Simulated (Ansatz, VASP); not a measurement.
# Cross-check of BeB2 between VASP and Ansatz

Aim: how closely do two programs agree when they are given the same cell, functional and k mesh? The cell is taken from a series of runs on this material, whose earlier steps may have relaxed, scaled, displaced or heated it; both programs get it as it stands.

Program: Ansatz 0.2.0. Level of theory: plane waves, with VASP 6.6.1 beside it; zone-centre phonons at PBEsol. Results are calculated unless marked as measured.

### Step 1. The starting structure

The structure is hexagonal, space group P6/mmm (No. 191). The conventional cell has a = 2.940 Å, b = 2.940 Å, c = 2.904 Å, α = 90.00°, β = 90.00°, γ = 120.00°. Nearest to Be lie 12 B at 2.23 Å. Nearest to B lie 3 B at 1.70 Å and 6 Be at 2.23 Å. Farther neighbours are not listed.

As a file:

```cif
data_structure
_symmetry_space_group_name_H-M 'P 1'
_symmetry_Int_Tables_number 1
_cell_length_a 2.9400
_cell_length_b 2.9400
_cell_length_c 2.9037
_cell_angle_alpha 90.000
_cell_angle_beta 90.000
_cell_angle_gamma 120.000
_cell_volume 21.74
loop_
_atom_site_label
_atom_site_type_symbol
_atom_site_fract_x
_atom_site_fract_y
_atom_site_fract_z
_atom_site_occupancy
Be1 Be 0.00000 0.00000 0.00000 1
B2 B 0.33333 0.66667 0.50000 1
B3 B 0.66667 0.33333 0.50000 1
```

### Step 2. VASP: zone-centre phonons, PBEsol

Second derivatives magnify differences that forces hide, and they need a tight electronic threshold.

Lines of VASP's logs that name or quote its potential files are left out, and so is its time.

INCAR

```
SYSTEM = BeB2
PREC = Accurate
ENCUT = 600
EDIFF = 1E-08
NELM = 120
ISMEAR = 1
SIGMA = 0.15
LREAL = .FALSE.
ALGO = Normal
GGA = PS
NBANDS = 10
LORBIT = 11
LWAVE = .FALSE.
LCHARG = .FALSE.
ISIF = 2
IBRION = 8
LASPH = .TRUE.
GGA_COMPAT = .FALSE.
KPAR = 2
```

POSCAR

```
BeB2
1.0
    2.9399842646      0.0000000000      0.0000000000
   -1.4699921323      2.5461010598      0.0000000000
    0.0000000000      0.0000000000      2.9036810421
Be B
1 2
Direct
    0.0000000000      0.0000000000      0.0000000000
    0.3333333333      0.6666666667      0.5000000000
    0.6666666667      0.3333333333      0.5000000000
```

KPOINTS

```
Automatic mesh
0
Gamma
15 15 16
0 0 0
```

Potentials, in the order of the species: Be and B (PBE family, release 64).

Run with:

```sh
$ mpirun -np 2 vasp_std
```

Numbers of over 12 decimals in the logs are rounded to 6 here.

The program printed:

```text
[banner, memory and clock lines left out]
running    2 mpi-ranks, on    1 nodes
 distrk:  each k-point on    1 cores,    2 groups
 distr:  one band on    1 cores,    1 groups

 POSCAR found type information on POSCAR BeB
 POSCAR found :  2 types and       3 ions
|                                                                             |
|               ----> ADVICE to this user running VASP <----                  |
|                                                                             |
|     You enforced a specific xc type in the INCAR file but a different       |
|     [... a line on the potential file left out ...]
|     I HOPE YOU KNOW WHAT YOU ARE DOING!                                     |
|                                                                             |

 LDA part: xc-table for (Slater+PW92), standard interpolation
 POSCAR, INCAR and KPOINTS ok, starting setup
 FFT: planning ... GRIDC
 FFT: planning ... GRID_SOFT
 FFT: planning ... GRID
 WAVECAR not read
 entering main loop
       N       E                     dE             d eps       ncg     rms          rms(c)
DAV:   1     0.639910849288E+01    0.63991E+01   -0.44835E+03  4884   0.799E+02
DAV:   2    -0.181514072685E+02   -0.24551E+02   -0.23140E+02  6422   0.137E+02
DAV:   3    -0.187909007177E+02   -0.63949E+00   -0.63259E+00  6526   0.181E+01
DAV:   4    -0.187927860330E+02   -0.18853E-02   -0.18844E-02  6756   0.902E-01
DAV:   5    -0.187927888540E+02   -0.28210E-05   -0.28214E-05  6064   0.280E-02    0.516E+00
DAV:   6    -0.178911964630E+02    0.90159E+00   -0.12170E+00  5546   0.587E+00    0.252E+00
DAV:   7    -0.177454336667E+02    0.14576E+00   -0.55073E-01  6064   0.399E+00    0.737E-01
DAV:   8    -0.177456474251E+02   -0.21376E-03   -0.30812E-02  5740   0.127E+00    0.195E-01
DAV:   9    -0.177439113342E+02    0.17361E-02   -0.57693E-03  5536   0.400E-01    0.262E-02
DAV:  10    -0.177439296576E+02   -0.18323E-04   -0.13377E-04  6282   0.960E-02    0.139E-02
DAV:  11    -0.177439239935E+02    0.56640E-05   -0.20154E-05  5668   0.252E-02    0.197E-03
DAV:  12    -0.177439239097E+02    0.83863E-07   -0.41826E-07  5912   0.542E-03    0.642E-04
DAV:  13    -0.177439239051E+02    0.45879E-08   -0.15247E-08  5656   0.746E-04
   1 F= -.17743924E+02 E0= -.17743994E+02  d E =0.210852E-03
 Linear response reoptimize wavefunctions to high precision
DAV:   1    -0.177439238999E+02    0.51967E-08   -0.13728E-09  5108   0.242E-04
DAV:   2    -0.177439238999E+02    0.31832E-11   -0.23381E-11  3216   0.440E-05
 Linear response DOF=           4
 Linear response progress:
  Degree of freedom:   1/  4
       N       E                     dE             d eps       ncg     rms          rms(c)
RMM:   1    -0.733992960548E-02   -0.73399E-02   -0.42068E-05 27075   0.526E-01
RMM:   2    -0.686183741232E-02    0.47809E-03   -0.15141E-04 18299   0.935E-02    0.551E-02
RMM:   3    -0.684218678061E-02    0.19651E-04   -0.44541E-05 18731   0.384E-02    0.292E-02
RMM:   4    -0.693765599147E-02   -0.95469E-04   -0.46234E-05 18300   0.386E-02    0.388E-03
RMM:   5    -0.694383606051E-02   -0.61801E-05   -0.36996E-07 19497   0.441E-03    0.186E-04
RMM:   6    -0.694395806213E-02   -0.12200E-06   -0.80618E-09 19311   0.368E-04    0.107E-04
RMM:   7    -0.694358351764E-02    0.37454E-06   -0.46731E-09 19927   0.990E-05    0.180E-05
RMM:   8    -0.694364320693E-02   -0.59689E-07   -0.42070E-09 20388   0.557E-05    0.152E-06
RMM:   9    -0.694364115613E-02    0.20508E-08   -0.74997E-09 19859   0.335E-05    0.446E-07
 first order change of Fermi-energy  -0.25674E-04
 force on displaced ion       1 direction 1 :  -2.276  -0.000   0.000
 Linear response progress:
  Degree of freedom:   2/  4
       N       E                     dE             d eps       ncg     rms          rms(c)
RMM:   1    -0.820949251995E-02   -0.82095E-02    0.13534E-02 11065   0.642E-01
RMM:   2    -0.802460214530E-02    0.18489E-03   -0.16515E-04  7701   0.958E-02    0.704E-02
RMM:   3    -0.789771530957E-02    0.12689E-03   -0.14308E-04  7779   0.660E-02    0.322E-02
RMM:   4    -0.797040408765E-02   -0.72689E-04   -0.76241E-05  7787   0.480E-02    0.612E-03
RMM:   5    -0.798380872795E-02   -0.13405E-04   -0.62641E-07  8145   0.567E-03    0.250E-04
RMM:   6    -0.798393165136E-02   -0.12292E-06   -0.81839E-09  8115   0.514E-04    0.150E-04
RMM:   7    -0.798349035426E-02    0.44130E-06   -0.28927E-09  8214   0.132E-04    0.235E-05
RMM:   8    -0.798358731130E-02   -0.96957E-07   -0.29280E-09  8378   0.625E-05    0.224E-06
RMM:   9    -0.798358413932E-02    0.31720E-08   -0.28062E-09  8043   0.305E-05    0.758E-07
 first order change of Fermi-energy   0.45661E-03
 force on displaced ion       1 direction 3 :  -0.000   0.000  -0.836
 Linear response progress:
  Degree of freedom:   3/  4
       N       E                     dE             d eps       ncg     rms          rms(c)
RMM:   1    -0.492323310872E-01   -0.49232E-01   -0.16449E-03 48081   0.124E+00
RMM:   2    -0.463824396239E-01    0.28499E-02   -0.82081E-04 32877   0.227E-01    0.213E-01
RMM:   3    -0.462256514755E-01    0.15679E-03   -0.66386E-04 32216   0.157E-01    0.103E-01
RMM:   4    -0.471046134447E-01   -0.87896E-03   -0.45926E-04 32464   0.130E-01    0.129E-02
RMM:   5    -0.471316058798E-01   -0.26992E-04   -0.34462E-06 35096   0.109E-02    0.112E-03
RMM:   6    -0.471337335402E-01   -0.21277E-05   -0.32192E-08 34063   0.111E-03    0.442E-04
RMM:   7    -0.471323535909E-01    0.13799E-05    0.13158E-08 36073   0.484E-04    0.746E-05
RMM:   8    -0.471327580613E-01   -0.40447E-06   -0.28383E-08 36278   0.141E-04    0.245E-05
RMM:   9    -0.471325204263E-01    0.23763E-06   -0.25317E-08 37249   0.104E-04    0.172E-06
RMM:  10    -0.471325200553E-01    0.37103E-09   -0.41083E-08 36301   0.778E-05    0.678E-07
 first order change of Fermi-energy  -0.45181E-04
 force on displaced ion       2 direction 1 : -14.810   0.002   0.000
 Linear response progress:
  Degree of freedom:   4/  4
       N       E                     dE             d eps       ncg     rms          rms(c)
RMM:   1    -0.393540858122E-01   -0.39354E-01    0.28311E-02 16370   0.107E+00
RMM:   2    -0.394713263278E-01   -0.11724E-03   -0.29553E-04 11745   0.143E-01    0.132E-01
RMM:   3    -0.392812759195E-01    0.19005E-03   -0.33990E-04 11475   0.111E-01    0.627E-02
RMM:   4    -0.395944847097E-01   -0.31321E-03   -0.22322E-04 11954   0.839E-02    0.120E-02
RMM:   5    -0.395734285570E-01    0.21056E-04   -0.20288E-06 12728   0.101E-02    0.125E-03
RMM:   6    -0.395753030799E-01   -0.18745E-05   -0.86074E-08 12715   0.135E-03    0.605E-04
RMM:   7    -0.395701080985E-01    0.51950E-05   -0.42774E-08 12447   0.498E-04    0.308E-05
RMM:   8    -0.395703980352E-01   -0.28994E-06   -0.40030E-08 13189   0.128E-04    0.112E-05
RMM:   9    -0.395703871961E-01    0.10839E-07   -0.41661E-08 13508   0.820E-05    0.167E-06
RMM:  10    -0.395703998560E-01   -0.12660E-07   -0.41234E-08 12804   0.744E-05    0.281E-07
RMM:  11    -0.395703987069E-01    0.11491E-08   -0.39111E-08 11022   0.729E-05    0.869E-08
 first order change of Fermi-energy  -0.60518E-03
 force on displaced ion       2 direction 3 :  -0.000   0.000  -8.032
 Linear response finished
```

From OUTCAR (step 2):

```text
ion  position               nearest neighbor table
   1  0.000  0.000  0.000-   2 2.23   3 2.23   2 2.23   3 2.23   2 2.23   2 2.23   3 2.23   3 2.23
                             3 2.23   3 2.23   2 2.23   2 2.23
   2  0.333  0.667  0.500-   3 1.70   3 1.70   3 1.70   1 2.23   1 2.23   1 2.23   1 2.23   1 2.23
                             1 2.23
   3  0.667  0.333  0.500-   2 1.70   2 1.70   2 1.70   1 2.23   1 2.23   1 2.23   1 2.23   1 2.23
                             1 2.23

  LATTYP: Found a hexagonal cell.
 ALAT       =     2.9399842646
 C/A-ratio  =     0.9876518990

 Subroutine GETGRP returns: Found 24 space group operations
 (whereof 24 operations were pure point group operations)

The static configuration has the point symmetry D_6h.

 Found    243 irreducible k-points:

   k-points           NKPTS =    243   k-points in BZ     NKDIM =    243   number of bands    NBANDS=     10

   dimension x,y,z NGX =    24 NGY =   24 NGZ =   24
   dimension x,y,z NGXF=    48 NGYF=   48 NGZF=   48

   ENCUT  =  600.0 eV  44.10 Ry    6.64 a.u.   5.87  5.87  5.80*2*pi/ulx,y,z

   NELECT =       8.0000    total number of electrons

 k-points in reciprocal lattice and weights: Automatic mesh
   0.00000000  0.00000000  0.00000000       0.000
   0.06666667  0.00000000  0.00000000       0.002
   0.13333333  0.00000000  0.00000000       0.002
   0.20000000  0.00000000  0.00000000       0.002
   0.26666667  0.00000000  0.00000000       0.002
   0.33333333  0.00000000  0.00000000       0.002
   0.40000000  0.00000000  0.00000000       0.002
   0.46666667  0.00000000  0.00000000       0.002
   0.06666667  0.06666667  0.00000000       0.002
[...]
0.33333333  0.26666667  0.50000000       0.003
   0.33333333  0.33333333  0.50000000       0.001

 average (electrostatic) potential at core
       1 -33.7137       2 -24.9472       3 -24.9472

  Total       -0.6152357     -0.6152357     -0.6420778      0.0000000     -0.0000000     -0.0000000
  in kB      -45.3505476    -45.3505476    -47.3291476      0.0000000     -0.0000000     -0.0000000
  external PRESSURE =     -46.0100810 kB  Pullay stress =       0.0000000 kB

  energy-cutoff  :      600.00
  volume of cell :       21.74
      direct lattice vectors                 reciprocal lattice vectors
     2.939984265  0.000000000  0.000000000     0.340137875  0.196378694  0.000000000
    -1.469992132  2.546101060  0.000000000     0.000000000  0.392757387  0.000000000
     0.000000000  0.000000000  2.903681042     0.000000000  0.000000000  0.344390443

 POSITION                                       TOTAL-FORCE (eV/Angst)
 -----------------------------------------------------------------------------------
      0.00000      0.00000      0.00000         0.000000      0.000000      0.000000
     -0.00000      1.69740      1.45184         0.000000     -0.000000      0.000000
      1.46999      0.84870      1.45184        -0.000000      0.000000     -0.000000
 -----------------------------------------------------------------------------------
    total drift:                                0.000000     -0.000000      0.000000

 Eigenvectors and eigenvalues of the dynamical matrix
 ----------------------------------------------------

   1 f  =   25.369469 THz   159.401073 2PiTHz  846.234390 cm-1   104.919645 meV
             X         Y         Z           dx          dy          dz
      0.000000  0.000000  0.000000    -0.000000    0.000000   -0.000000
     -0.000000  1.697401  1.451841     0.707107   -0.000001    0.000000
      1.469992  0.848700  1.451841    -0.707107    0.000001    0.000000

   2 f  =   25.369469 THz   159.401073 2PiTHz  846.234390 cm-1   104.919645 meV
             X         Y         Z           dx          dy          dz
      0.000000  0.000000  0.000000     0.000000   -0.000000    0.000000
     -0.000000  1.697401  1.451841    -0.000001   -0.707107   -0.000000
      1.469992  0.848700  1.451841     0.000001    0.707107    0.000000

   3 f  =   18.807065 THz   118.168277 2PiTHz  627.336173 cm-1    77.779738 meV
             X         Y         Z           dx          dy          dz
      0.000000  0.000000  0.000000     0.000000   -0.000000   -0.000000
     -0.000000  1.697401  1.451841    -0.000000    0.000000   -0.707107
      1.469992  0.848700  1.451841     0.000000   -0.000000    0.707107

   4 f  =    9.366055 THz    58.848661 2PiTHz  312.417977 cm-1    38.734875 meV
             X         Y         Z           dx          dy          dz
      0.000000  0.000000  0.000000    -0.838754    0.000001    0.000000
     -0.000000  1.697401  1.451841     0.385027   -0.000001   -0.000000
      1.469992  0.848700  1.451841     0.385027   -0.000001    0.000000

   5 f  =    9.366055 THz    58.848661 2PiTHz  312.417977 cm-1    38.734875 meV
             X         Y         Z           dx          dy          dz
      0.000000  0.000000  0.000000    -0.000001   -0.838754    0.000000
     -0.000000  1.697401  1.451841     0.000001    0.385027   -0.000000
      1.469992  0.848700  1.451841     0.000001    0.385027   -0.000000

   6 f  =    5.668969 THz    35.619182 2PiTHz  189.096447 cm-1    23.444961 meV
             X         Y         Z           dx          dy          dz
      0.000000  0.000000  0.000000    -0.000000    0.000000    0.840019
     -0.000000  1.697401  1.451841    -0.000000    0.000000   -0.383645
      1.469992  0.848700  1.451841    -0.000000    0.000000   -0.383645

   7 f/i=    0.001004 THz     0.006310 2PiTHz    0.033496 cm-1     0.004153 meV
             X         Y         Z           dx          dy          dz
      0.000000  0.000000  0.000000    -0.000000   -0.000000    0.542556
     -0.000000  1.697401  1.451841    -0.000000   -0.000000    0.593983
      1.469992  0.848700  1.451841    -0.000000   -0.000000    0.593983

   8 f/i=    0.023462 THz     0.147413 2PiTHz    0.782594 cm-1     0.097029 meV
             X         Y         Z           dx          dy          dz
      0.000000  0.000000  0.000000    -0.541842   -0.053838   -0.000000
     -0.000000  1.697401  1.451841    -0.590183   -0.058641   -0.000000
      1.469992  0.848700  1.451841    -0.590183   -0.058641   -0.000000

   9 f/i=    0.023462 THz     0.147413 2PiTHz    0.782594 cm-1     0.097029 meV
             X         Y         Z           dx          dy          dz
      0.000000  0.000000  0.000000    -0.053838    0.541842    0.000000
     -0.000000  1.697401  1.451841    -0.058641    0.590183    0.000000
      1.469992  0.848700  1.451841    -0.058641    0.590183    0.000000

 ELASTIC MODULI CONTR FROM IONIC RELAXATION (kBar)
 Direction    XX          YY          ZZ          XY          YZ          ZX
 --------------------------------------------------------------------------------
 XX        -483.4619    483.4619     -0.0000     -0.0000      0.0000      0.0000
 YY         483.4619   -483.4619      0.0000      0.0000      0.0000      0.0000
 ZZ          -0.0000      0.0000     -0.0000     -0.0000      0.0000      0.0000
 XY          -0.0000      0.0000     -0.0000   -483.4619      0.0000      0.0000
 YZ           0.0000      0.0000      0.0000      0.0000      0.0000      0.0000
 ZX           0.0000      0.0000      0.0000      0.0000      0.0000      0.0000
 --------------------------------------------------------------------------------
```

(Continued in part 2 of 2.)

[Lines on the potential files, build, host, timing and source positions are cut from VASP's logs without a mark.]

[Logs are printed without paths, hosts, clocks, repeated set-up lines and the standing remarks that a program may print on its own settings, such as how far it seeks lower states.]

[Hosts, paths, dates, database ids (printed as entryN), source tags and the programs' standing remarks are cut or masked in the printed files.]
